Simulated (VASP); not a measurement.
# A VASP study of CaC4O4 (PBEsol): structure first, properties next, part 4 of 7

Aim: relax CaC4O4 with PBEsol, compute its properties on that cell and hold them against experiment. The start is a computed cell from the Materials Project.

VASP 6.6.1; PBEsol; plane waves and PAW (Ca_sv, C, O).

So far, gap on the k-mesh (eV): step 2 (relaxing cell and atoms (PBEsol)) 3.70. The relaxed cell has a = 6.895, c = 10.227 Å (conventional setting).

### Step 5. Band structure (PBEsol)

Levels along the symmetry lines show where the bands peak and cross; KPOINTS_OPT computes them in the converged potential.

Contents of INCAR:

```
SYSTEM = CaC4O4
PREC = Accurate
ENCUT = 520
EDIFF = 1E-06
NELM = 100
ISMEAR = 0
SIGMA = 0.05
LREAL = .FALSE.
ALGO = Normal
GGA = PS
NBANDS = 90
LORBIT = 11
LWAVE = .FALSE.
LCHARG = .FALSE.
KPAR = 8
```

Contents of POSCAR:

```
CaC4O4
1.0
   -3.4476774239      3.4476774239      5.1134574437
    3.4476774239     -3.4476774239      5.1134574437
    3.4476774239      3.4476774239     -5.1134574437
Ca C O
2 8 8
Direct
    0.5000000000      0.5000000000      0.0000000000
    0.2500000000      0.7500000000      0.5000000000
    0.0595229275      0.0595229275      0.0000000000
    0.8095229275      0.3095229275      0.5000000000
    0.6904770725      0.1904770725      0.5000000000
    0.9404770725      0.9404770725      0.0000000000
    0.1999713988      0.1999713988      0.0000000000
    0.9499713988      0.4499713988      0.5000000000
    0.5500286012      0.0500286012      0.5000000000
    0.8000286012      0.8000286012      0.0000000000
    0.2593610611      0.4204372092      0.1610761481
    0.1704372092      0.5093610611      0.6610761481
    0.8482849130      0.5093610611      0.3389238519
    0.2593610611      0.0982849130      0.8389238519
    0.4906389389      0.8295627908      0.3389238519
    0.5795627908      0.7406389389      0.8389238519
    0.9017150870      0.7406389389      0.1610761481
    0.4906389389      0.1517150870      0.6610761481
```

Contents of KPOINTS:

```
Automatic mesh
0
Gamma
4 4 4
0 0 0
```

Contents of KPOINTS_OPT:

```
Line mode
12
Line-mode
Reciprocal
  0.00000000   0.00000000   0.00000000 GAMMA
  0.00000000   0.00000000   0.50000000 X

  0.00000000   0.00000000   0.50000000 X
 -0.22729714   0.22729714   0.50000000 Y

 -0.22729714   0.22729714   0.50000000 Y
 -0.36364857   0.36364857   0.36364857 S

 -0.36364857   0.36364857   0.36364857 S
  0.00000000   0.00000000   0.00000000 GAMMA

  0.00000000   0.00000000   0.00000000 GAMMA
  0.50000000   0.50000000  -0.50000000 Z

  0.50000000   0.50000000  -0.50000000 Z
  0.36364857   0.63635143  -0.36364857 S1

  0.36364857   0.63635143  -0.36364857 S1
  0.00000000   0.50000000   0.00000000 N

  0.00000000   0.50000000   0.00000000 N
  0.25000000   0.25000000   0.25000000 P

  0.25000000   0.25000000   0.25000000 P
  0.50000000   0.50000000  -0.22729714 Y1

  0.50000000   0.50000000  -0.22729714 Y1
  0.50000000   0.50000000  -0.50000000 Z

  0.00000000   0.00000000   0.50000000 X
  0.25000000   0.25000000   0.25000000 P
```

The projector-augmented-wave data sets are Ca_sv, C and O (PBE family, release 64).

On the command line:

```sh
$ mpirun -np 8 vasp_std
```

The program printed:

```text
[... set-up lines as in an earlier step ...]
 entering main loop
       N       E                     dE             d eps       ncg     rms          rms(c)
DAV:   1     0.704222245556E+03    0.70422E+03   -0.48736E+04  2340   0.105E+03
DAV:   2    -0.936317981057E+02   -0.79785E+03   -0.75472E+03  2690   0.292E+02
DAV:   3    -0.153725630036E+03   -0.60094E+02   -0.59364E+02  3016   0.798E+01
DAV:   4    -0.155545322995E+03   -0.18197E+01   -0.18043E+01  3488   0.111E+01
DAV:   5    -0.155589143761E+03   -0.43821E-01   -0.43811E-01  3128   0.151E+00    0.227E+01
DAV:   6    -0.144716723856E+03    0.10872E+02   -0.23265E+01  2672   0.172E+01    0.101E+01
DAV:   7    -0.143844974989E+03    0.87175E+00   -0.25413E+00  2864   0.549E+00    0.557E+00
DAV:   8    -0.143622146528E+03    0.22283E+00   -0.10506E+00  2768   0.303E+00    0.136E+00
DAV:   9    -0.143613069078E+03    0.90775E-02   -0.99274E-02  2960   0.140E+00    0.622E-01
DAV:  10    -0.143617128876E+03   -0.40598E-02   -0.22354E-02  2648   0.559E-01    0.181E-01
DAV:  11    -0.143618631340E+03   -0.15025E-02   -0.25249E-03  2680   0.184E-01    0.891E-02
DAV:  12    -0.143619155245E+03   -0.52391E-03   -0.53857E-04  2520   0.784E-02    0.271E-02
DAV:  13    -0.143619271492E+03   -0.11625E-03   -0.11883E-04  2640   0.379E-02    0.105E-02
DAV:  14    -0.143619278195E+03   -0.67027E-05   -0.14648E-05  2888   0.117E-02    0.324E-03
DAV:  15    -0.143619279037E+03   -0.84193E-06   -0.13049E-06  2264   0.436E-03
   1 F= -.14361928E+03 E0= -.14361928E+03  d E =-.892031E-28
 Start KPOINTS_OPT (optional k-point list driver)
k-point batch [1-13\132]
       N       E                     dE             ncg
DAV:   1    -0.269577268643E+04   -0.18392E+05     2340
DAV:   2    -0.126193576006E+05   -0.99236E+04     2688
DAV:   3    -0.133749686214E+05   -0.75561E+03     2984
DAV:   4    -0.133991542152E+05   -0.24186E+02     3512
DAV:   5    -0.133998472738E+05   -0.69306E+00     3032
DAV:   6    -0.133998554569E+05   -0.81832E-02     3312
DAV:   7    -0.133998556153E+05   -0.15831E-03     3080
DAV:   8    -0.133998556182E+05   -0.29233E-05     2680
DAV:   9    -0.133998556183E+05   -0.10908E-06     1856
[...]
k-point batch [131-132\132]
       N       E                     dE             ncg
DAV:   1     0.234879335571E+05   -0.46982E+04      360
DAV:   2     0.219636932301E+05   -0.15242E+04      430
DAV:   3     0.218510294178E+05   -0.11266E+03      464
DAV:   4     0.218476162734E+05   -0.34131E+01      552
DAV:   5     0.218474589805E+05   -0.15729E+00      464
DAV:   6     0.218474577543E+05   -0.12262E-02      536
DAV:   7     0.218474577327E+05   -0.21595E-04      472
DAV:   8     0.218474577324E+05   -0.26392E-06      408
```

Elapsed: 5.4 min, on 8 MPI ranks of Intel Xeon Platinum 8559C (Emerald Rapids), shared host; peak memory 5.4 GiB.

OUTCAR, selected parts (step 5):

```text
   k-points           NKPTS =     13   k-points in BZ     NKDIM =     13   number of bands    NBANDS=     90

   NELECT =     100.0000    total number of electrons

 E-fermi :  -0.2590

 k-point     1 :       0.0000    0.0000    0.0000
  band No.  band energies     occupation
    ...
     46      -1.2163      2.00000
     47      -0.8844      2.00000
     48      -0.8844      2.00000
     49      -0.6429      2.00000
     50      -0.6429      2.00000
     51       3.4006      0.00000
     52       3.4006      0.00000
     53       3.8841      0.00000
     54       3.8841      0.00000
     55       5.7101      0.00000
    ...

  Total        0.0114131      0.0114131      0.0242840      0.0000000      0.0000000      0.0000000
  in kB        0.0752117      0.0752117      0.1600305      0.0000000      0.0000000      0.0000000
  external PRESSURE =       0.1034847 kB  Pullay stress =       0.0000000 kB

 POSITION                                       TOTAL-FORCE (eV/Angst)
 -----------------------------------------------------------------------------------
      0.00000      0.00000      5.11346        -0.000000      0.000000     -0.000000
      3.44768      0.00000      2.55673        -0.000000      0.000000     -0.000000
      0.00000      0.00000      0.60874        -0.000000      0.000000      0.007750
      0.00000      3.44768      3.16546         0.000000     -0.000000      0.007750
      0.00000      3.44768      1.94799         0.000000     -0.000000     -0.007750
      0.00000      0.00000      9.61818        -0.000000      0.000000     -0.007750
      0.00000      0.00000      2.04509        -0.000000      0.000000     -0.003464
     -0.00000      3.44768      4.60182         0.000000     -0.000000     -0.003464
      0.00000      3.44768      0.51164         0.000000     -0.000000      0.003464
      0.00000      0.00000      8.18182        -0.000000      0.000000      0.003464
      1.11068      0.00000      2.65246        -0.000358     -0.000000      0.001089
      3.44768      1.11068      0.09573        -0.000000     -0.000358      0.001089
     -0.00000      2.33700      5.20919        -0.000000      0.000358      0.001089
      2.33700      3.44768     -2.46099         0.000358      0.000000      0.001089
      2.33700      0.00000      5.01772         0.000358      0.000000     -0.001089
      3.44768      2.33700      2.46099        -0.000000      0.000358     -0.001089
      0.00000      1.11068      7.57445        -0.000000     -0.000358     -0.001089
      1.11068      3.44768     -0.09573        -0.000358     -0.000000     -0.001089
 -----------------------------------------------------------------------------------
    total drift:                               -0.000000     -0.000000      0.000000

  FREE ENERGIE OF THE ION-ELECTRON SYSTEM (eV)
  ---------------------------------------------------
  free  energy   TOTEN  =      -143.6192790366 eV

  energy  without entropy=     -143.6192790366  energy(sigma->0) =     -143.61927904

[... 9 parts as in an earlier step ...]

[... 7 further parts left out ...]
```

Numbers from this step:

```yaml
scf_cycles: 15
bands: 90
fermi_energy: -0.259 eV
pressure: 0.01035 GPa
least_gap_on_mesh_and_path: 3.698 eV
least_direct_gap_on_mesh_and_path: 3.756 eV
valence_top_at_k: -0.1653, 0.1653, 0.1653
least_direct_gap_at_k: 0.4380, 0.5620, -0.4380
```

The electronic bands at the labelled points (eV, zero at the valence-band top; v1 is the highest filled band, c1 the lowest empty one):

```
          point     v4     v3     v2     v1    c1    c2    c3    c4
              Γ  -0.25  -0.25  -0.01  -0.01  4.04  4.04  4.52  4.52
0.45 of the way  -0.31  -0.26  -0.10  -0.09  4.01  4.10  4.30  4.46
              X  -0.30  -0.30  -0.23  -0.23  3.98  3.98  4.29  4.29
0.55 of the way  -0.33  -0.33  -0.20  -0.20  3.92  3.92  4.38  4.38
              Y  -0.35  -0.35  -0.14  -0.14  3.83  3.83  4.51  4.51
0.45 of the way  -0.36  -0.36  -0.16  -0.07  3.76  3.81  4.57  4.60
              S  -0.37  -0.36  -0.16  -0.03  3.73  3.81  4.59  4.64
0.45 of the way  -0.29  -0.28  -0.22   0.00  3.89  4.18  4.26  4.50
              Γ  -0.25  -0.25  -0.01  -0.01  4.04  4.04  4.52  4.52
0.55 of the way  -0.22  -0.22  -0.12  -0.12  3.86  3.86  4.56  4.56
              Z  -0.40  -0.40  -0.06  -0.06  3.70  3.70  4.73  4.73
0.45 of the way  -0.39  -0.39  -0.08  -0.05  3.71  3.72  4.70  4.71
             S1  -0.37  -0.36  -0.16  -0.03  3.73  3.81  4.59  4.64
0.55 of the way  -0.29  -0.27  -0.24  -0.05  3.81  3.96  4.39  4.51
              N  -0.27  -0.26  -0.19  -0.09  3.86  4.07  4.26  4.44
0.55 of the way  -0.27  -0.25  -0.23  -0.17  3.91  4.02  4.21  4.34
              P  -0.26  -0.26  -0.24  -0.24  3.97  3.97  4.21  4.21
0.45 of the way  -0.31  -0.27  -0.22  -0.20  3.93  3.96  4.27  4.32
             Y1  -0.35  -0.35  -0.14  -0.14  3.83  3.83  4.51  4.51
0.45 of the way  -0.38  -0.38  -0.09  -0.09  3.74  3.74  4.66  4.66
              Z  -0.40  -0.40  -0.06  -0.06  3.70  3.70  4.73  4.73
      jump to X  -0.30  -0.30  -0.23  -0.23  3.98  3.98  4.29  4.29
0.45 of the way  -0.30  -0.30  -0.22  -0.22  3.98  3.98  4.26  4.26
              P  -0.26  -0.26  -0.24  -0.24  3.97  3.97  4.21  4.21
```

Of the projections kept (Ca, C, O), the largest for each band there; the rest of the weight can lie on other orbitals:

```
point      v4      v3      v2      v1      c1      c2      c3      c4
    Γ  O 0.75  O 0.75  O 0.79  O 0.79  C 0.60  C 0.60  C 0.60  C 0.60
    X  O 0.69  O 0.69  O 0.76  O 0.76  C 0.58  C 0.58  C 0.57  C 0.57
    Y  O 0.72  O 0.72  O 0.77  O 0.77  C 0.59  C 0.59  C 0.56  C 0.56
    S  O 0.72  O 0.77  O 0.76  O 0.79  C 0.59  C 0.60  C 0.57  C 0.56
    Γ  O 0.75  O 0.75  O 0.79  O 0.79  C 0.60  C 0.60  C 0.60  C 0.60
    Z  O 0.74  O 0.74  O 0.79  O 0.79  C 0.60  C 0.60  C 0.57  C 0.57
```

The path finds the gap of the mesh within 0.02 eV, so the mesh comes close to both band edges.

### Step 6. Total and projected DOS (PBEsol)

Here the states are counted by energy and projected on the atoms. The mesh is finer than in the run before.

Edit INCAR of step 5 so:

```diff
@@ -5,3 +5,3 @@
 NELM = 100
-ISMEAR = 0
+ISMEAR = -5
 SIGMA = 0.05
@@ -15 +15,2 @@
 KPAR = 8
+NEDOS = 2001
```

POSCAR is that of step 5.

Contents of KPOINTS:

```
Automatic mesh
0
Gamma
6 6 6
0 0 0
```

On the command line:

```sh
$ mpirun -np 8 vasp_std
```

The program printed:

```text
[... set-up lines as in an earlier step ...]
 entering main loop
       N       E                     dE             d eps       ncg     rms          rms(c)
DAV:   1     0.708739603123E+03    0.70874E+03   -0.48704E+04  5400   0.105E+03
DAV:   2    -0.931776839181E+02   -0.80192E+03   -0.75922E+03  6164   0.292E+02
DAV:   3    -0.153678869903E+03   -0.60501E+02   -0.59787E+02  6952   0.802E+01
DAV:   4    -0.155543380348E+03   -0.18645E+01   -0.18493E+01  8120   0.112E+01
DAV:   5    -0.155588913056E+03   -0.45533E-01   -0.45523E-01  7144   0.150E+00    0.227E+01
DAV:   6    -0.144715547058E+03    0.10873E+02   -0.23296E+01  6200   0.172E+01    0.101E+01
DAV:   7    -0.143844731995E+03    0.87082E+00   -0.25442E+00  6584   0.549E+00    0.557E+00
DAV:   8    -0.143621951612E+03    0.22278E+00   -0.10522E+00  6416   0.303E+00    0.136E+00
DAV:   9    -0.143612785468E+03    0.91661E-02   -0.99659E-02  6824   0.141E+00    0.621E-01
DAV:  10    -0.143616875012E+03   -0.40895E-02   -0.22366E-02  6224   0.559E-01    0.181E-01
DAV:  11    -0.143618381864E+03   -0.15069E-02   -0.25344E-03  6136   0.184E-01    0.894E-02
DAV:  12    -0.143618901239E+03   -0.51938E-03   -0.54064E-04  5848   0.787E-02    0.272E-02
DAV:  13    -0.143619017434E+03   -0.11619E-03   -0.11913E-04  6080   0.381E-02    0.105E-02
DAV:  14    -0.143619024121E+03   -0.66871E-05   -0.14763E-05  6816   0.118E-02    0.326E-03
DAV:  15    -0.143619024990E+03   -0.86940E-06   -0.13264E-06  5144   0.441E-03
   1 F= -.14361902E+03 E0= -.14361902E+03  d E =0.000000E+00
```

The job ended after 1.7 min (8 MPI ranks; peak memory 5.7 GiB; 13 min of CPU time).

From OUTCAR (step 6):

```text
   k-points           NKPTS =     30   k-points in BZ     NKDIM =     30   number of bands    NBANDS=     90

   NELECT =     100.0000    total number of electrons

 E-fermi :  -0.6223

 k-point     2 :       0.1667    0.0000    0.0000
  band No.  band energies     occupation
    ...
     46      -1.2458      2.00000
     47      -0.8959      2.00000
     48      -0.8788      2.00000
     49      -0.7063      2.00000
     50      -0.6561      2.00000
     51       3.3456      0.00000
     52       3.4099      0.00000
     53       3.8201      0.00000
     54       3.8736      0.00000
     55       5.8574      0.00000
    ...

  Total        0.0111048      0.0111048      0.0245666      0.0000000     -0.0000000      0.0000000
  in kB        0.0731800      0.0731800      0.1618927      0.0000000     -0.0000000      0.0000000
  external PRESSURE =       0.1027509 kB  Pullay stress =       0.0000000 kB

 POSITION                                       TOTAL-FORCE (eV/Angst)
 -----------------------------------------------------------------------------------
      0.00000      0.00000      5.11346         0.000000     -0.000000      0.000000
      3.44768      0.00000      2.55673         0.000000     -0.000000      0.000000
      0.00000      0.00000      0.60874         0.000000     -0.000000      0.007706
      0.00000      3.44768      3.16546         0.000000     -0.000000      0.007706
      0.00000      3.44768      1.94799        -0.000000     -0.000000     -0.007706
      0.00000      0.00000      9.61818         0.000000     -0.000000     -0.007706
      0.00000      0.00000      2.04509         0.000000     -0.000000     -0.003471
     -0.00000      3.44768      4.60182         0.000000     -0.000000     -0.003471
      0.00000      3.44768      0.51164         0.000000     -0.000000      0.003471
      0.00000      0.00000      8.18182         0.000000     -0.000000      0.003471
      1.11068      0.00000      2.65246        -0.000306     -0.000000      0.001108
      3.44768      1.11068      0.09573         0.000000     -0.000306      0.001108
     -0.00000      2.33700      5.20919         0.000000      0.000306      0.001108
      2.33700      3.44768     -2.46099         0.000306     -0.000000      0.001108
      2.33700      0.00000      5.01772         0.000306     -0.000000     -0.001108
      3.44768      2.33700      2.46099         0.000000      0.000306     -0.001108
      0.00000      1.11068      7.57445         0.000000     -0.000306     -0.001108
      1.11068      3.44768     -0.09573        -0.000306     -0.000000     -0.001108
 -----------------------------------------------------------------------------------
    total drift:                               -0.000000     -0.000000      0.000000

  FREE ENERGIE OF THE ION-ELECTRON SYSTEM (eV)
  ---------------------------------------------------
  free  energy   TOTEN  =      -143.6190249902 eV

  energy  without entropy=     -143.6190249902  energy(sigma->0) =     -143.61902499

[... 9 parts as in an earlier step ...]

[... 7 further parts left out ...]
```

This step gave:

- irreducible k-points: 30
- free energy (TOTEN): -143.6190 eV
- Fermi energy: -0.6223 eV
- pressure: 0.01028 GPa
- valence top at k: -0.1667, 0.1667, 0.1667
- least direct gap at k: 0.5, 0.5, 0.5
- gap on the k-mesh: 3.698 eV

The density of states has structure finer than the step of the table below, so its rows give means over 1 eV, whole bins alone (the curve runs from -12.0 to 7.35 eV). Peaks (eV: height): total -10.4: 29.3, -1.2: 28.3, -0.9: 27.5, -0.2: 30.8; O p -4.5: 10.5, -1.2: 14.0, -0.9: 17.5, -0.2: 16.2; C p -10.4: 7.95, -8.5: 11.8, -4.4: 5.72, -1.6: 4.93; O s -10.4: 2.70, -8.5: 1.95, -5.8: 2.24, -5.5: 1.47.

States under -12.0 eV and over 7.3 eV are left out. The density of states by energy, zero at the valence-band top; means over each step; 7 of 8 lines; values in states/eV/cell:

```
energy (eV)   total      O p      C p      O s     Ca d      C s     Ca p
        -11   0.146  0.00625   0.0388   0.0135   1.4e-4   0.0451   4.2e-4
        -10    3.85    0.159     1.04    0.354  0.00216     1.20  0.00842
         -9    2.59    0.211     1.27    0.228  0.00314    0.457  0.00737
         -8    1.40    0.100    0.722    0.120  0.00197    0.239  0.00314
         -7   0.117   0.0504   0.0188   0.0106  0.00126  0.00816   2.6e-4
         -6    8.59     3.82     1.48    0.866   0.0718    0.426   0.0915
         -5    11.6     4.92     2.50    0.583   0.0568   0.0449   0.0444
         -4    3.69     1.55    0.850    0.106  0.00343  0.00252  0.00829
         -3       0        0        0        0        0        0        0
         -2    5.04     1.76     1.11   0.0148   0.0323   0.0403   0.0217
         -1    18.8     10.7     1.77   0.0248    0.135    0.231   0.0547
          0    8.09     4.22     1.22   0.0147   0.0681   0.0121   0.0283
          1       0        0        0        0        0        0        0
          2       0        0        0        0        0        0        0
          3       0        0        0        0        0        0        0
          4    7.02     1.52     2.32   0.0182    0.105  0.00198  0.00397
          5   0.970    0.236    0.338  0.00199   0.0124   1.1e-4   3.5e-4
          6  0.0375   8.0e-4  0.00133  0.00228  0.00144  0.00138   4.3e-5
```

The gap on this mesh is 3.70 eV. In the top eV of the valence band the largest shares in the PAW spheres are O p 59 % and C p 10 %; in the lowest eV of the conduction band, C p 33 % and O p 22 %. The rest lies in smaller channels or between the spheres.

[end of part 4 of 7]

[Lines on the potential files, build, host, timing and source positions are cut from VASP's logs without a mark.]

[Logs are printed without paths, hosts, clocks, repeated set-up lines and the standing remarks that a program may print on its own settings, such as how far it seeks lower states.]

[Hosts, paths, dates, database ids (printed as entryN), source tags and the programs' standing remarks are cut or masked in the printed files.]

[A measured line is paired with the nearest computed mode of its activity, which favours agreement.]

[In band tables of VASP the shares of atoms and orbitals are scaled to a sum of 1 inside the atoms' spheres.]
